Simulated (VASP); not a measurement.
```yaml
crystal:
  lattice:
    - [3.74041, 0.00000, 0.00000]
    - [-1.87021, 3.23929, 0.00000]
    - [0.00000, 0.00000, 6.54947]
  atoms:
    - { symbol: La, position: [0.00000, 0.00000, 0.00000] }
    - { symbol: La, position: [0.00000, 0.00000, 0.50000] }
    - { symbol: C, position: [0.33333, 0.66667, 0.25000] }
    - { symbol: C, position: [0.66667, 0.33333, 0.75000] }
```

Level of theory: PBE GGA, VASP's PBE PAW potentials (set 64) (plane waves; VASP). Settings: 520 eV cut-off, 11×11×5 Γ-centred mesh, tetrahedra with Blöchl corrections, potentials La C.

Problem. Predict the energy per atom (σ→0), band gap (on the k-mesh) with the smallest direct gap where there is one.

Solution. 
```yaml
band gap (on the k-mesh): none (metal, semimetal or under 0.01 eV)
energy per atom (σ→0): -6.529 eV/atom
```

The absolute energy has meaning only against runs of the same code, potentials and settings.

The structure was generated: LaC was put into the NiAs type type (P6_3/mmc), which need not be its known phase. It was relaxed first, which changed the volume by -28 %.
